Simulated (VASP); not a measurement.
Given:

```xyz
2
Lattice="0.0000 2.1650 2.1650 2.1650 0.0000 2.1650 2.1650 2.1650 0.0000" Properties=species:S:1:pos:R:3 pbc="T T T"
Ti     0.0000     0.0000     0.0000
C      2.1650     2.1650     2.1650
```

The numbers are results of PBE GGA, VASP's PBE PAW potentials (set 64) (plane waves; VASP), not measurements. Numerical set-up: 520 eV cut-off, 13×13×13 Γ-centred mesh, Fermi-Dirac smearing of 0.30 eV, potentials Ti_sv C.

Give the stress tensor in GPa (positive for a compressed cell).

```
1.23  0.00  0.00
0.00  1.23  0.00
0.00  0.00  1.23
```
The pressure is its mean diagonal, 1.23 GPa.

The compound is TiC in the rock salt structure. The cell was not relaxed at this level. The run is one of a series of settings (ISMEAR = -1, SIGMA = 0.3 against the base run), some of them coarse on purpose.
